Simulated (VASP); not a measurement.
Input for VASP

### INCAR
```
! general
SYSTEM   =  Mo3Si
PREC     =  Accurate
ENCUT    =  400
LREAL    =  F
LASPH    =  T

! electronic loop
EDIFF    =  1E-7
NELM     =  100
ALGO     =  Normal
LMAXMIX  =  4

! smearing
ISMEAR   =  -5

! functional
GGA      =  PE

! ions
ISIF     =  2

! output
LWAVE    =  F
LCHARG   =  T
LORBIT   =  11
NEDOS    =  601

! other
LEFG     =  T
```

KPOINTS:
```
kpoints
0
G
7 7 7
0 0 0
```

POSCAR:
```
Mo3Si
1
    4.9036023282     0.0000000000    -0.0000000000
   -0.0000000000     4.9036023282     0.0000000000
    0.0000000000    -0.0000000000     4.9036023282
Si Mo
2 6
Direct
  0.5000000000   0.5000000000   0.5000000000
  0.0000000000   0.0000000000   0.0000000000
  0.2500000000   0.0000000000   0.5000000000
  0.5000000000   0.2500000000   0.0000000000
  0.5000000000   0.7500000000   0.0000000000
  0.7500000000   0.0000000000   0.5000000000
  0.0000000000   0.5000000000   0.7500000000
  0.0000000000   0.5000000000   0.2500000000
```

POTCAR, in this order: Si Mo_sv (PBE.64 set). Program: vasp_std.

Question: Write an equivalent input for Ansatz.

Answer: One equivalent input (not run):
Ansatz 0.2 input:
```yaml
crystal:
  lattice:
    - [4.9036023, 0.0000000, 0.0000000]
    - [0.0000000, 4.9036023, 0.0000000]
    - [0.0000000, 0.0000000, 4.9036023]
  atoms:
    - { symbol: Si, position: [0.5000000, 0.5000000, 0.5000000] }
    - { symbol: Si, position: [0.0000000, 0.0000000, 0.0000000] }
    - { symbol: Mo, position: [0.2500000, 0.0000000, 0.5000000] }
    - { symbol: Mo, position: [0.5000000, 0.2500000, 0.0000000] }
    - { symbol: Mo, position: [0.5000000, 0.7500000, 0.0000000] }
    - { symbol: Mo, position: [0.7500000, 0.0000000, 0.5000000] }
    - { symbol: Mo, position: [0.0000000, 0.5000000, 0.7500000] }
    - { symbol: Mo, position: [0.0000000, 0.5000000, 0.2500000] }
kpoints:
  mp_grid: { grid: [7, 7, 7] }
hamiltonian:
  xc: pbe
  pseudopotentials: { kind: paw }
scf:
  occupations: { method: tetrahedron }
  max_iter: 100
output: { forces: true, stress: true, eigenvalues: true }
```
What does not carry over: each code has its own PAW files, so the cut-off isn't converted (ENCUT is set for VASP's; basis.ecutwfc is left out, and Ansatz then takes the one that its files recommend); Ansatz stops its SCF on the density residual and VASP on the energy change (EDIFF); the field gradients of LEFG aren't asked of the other code.

The compound is Mo3Si in the A15 structure. It was relaxed first.
